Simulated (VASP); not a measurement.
CuZn (CsCl type) relaxed at rising pressure, in one space group throughout; other phases were not tried. The pressures are those reached. These are PBE GGA, VASP's PBE PAW potentials (set 64) (plane waves; VASP 6.6.1) values and carry that method's errors.

| P (GPa) | V (Å³/atom) | k-mesh |
|---|---|---|
| 0.11 | 13.084 | 12×12×12 |
| 5.04 | 12.578 | 12×12×12 |
| 9.75 | 12.163 | 13×13×13 |
| 20.03 | 11.501 | 13×13×13 |
| 29.73 | 11.016 | 13×13×13 |

A change of mesh leaves a small step in the series.

Question: Fit an equation of state and predict the volume at 44.78 GPa.

Answer: Least squares on the third-order Birch-Murnaghan form, P = (3B0/2)(y⁷ − y⁵)[1 + (3/4)(B′ − 4)(y² − 1)] with y = (V0/V)^(1/3), gives V0 = 13.100 Å³/atom, B0 = 110 GPa and B′ = 5.2, and so 10.441 Å³/atom. The run gave 10.438 Å³/atom, -0.0 % from the fit.

Pressures at which the relaxation failed are left out.

The compound is CuZn in the CsCl type structure. The electron count is odd and the run is not spin-polarised, which forces a metal.
